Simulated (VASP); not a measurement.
Here is the system:

```xyz
3
Lattice="0.0000 2.7197 2.7197 2.7197 0.0000 2.7197 2.7197 2.7197 0.0000" Properties=species:S:1:pos:R:3 pbc="T T T"
Ce     0.0000     0.0000     0.0000
O      1.3599     1.3599     1.3599
O      4.0796     4.0796     4.0796
```

Method: rev-vdW-DF2, VASP's PBE PAW potentials (set 64) (plane waves; VASP). Settings: 520 eV cut-off, Gaussian smearing of 0.050 eV, potentials Ce O.

Question: Predict the band gap (along the path) with the smallest direct gap where there is one.

Answer: 
```
Property                                Value
------------------------------------  -------
band gap (along the path)             1.86 eV
smallest direct gap (along the path)  1.96 eV
```

The absolute energy has meaning only against runs of the same code, potentials and settings.

The compound is CeO2 in the fluorite structure. It was relaxed first. The run is not spin-polarised, so no magnetic state was tried.
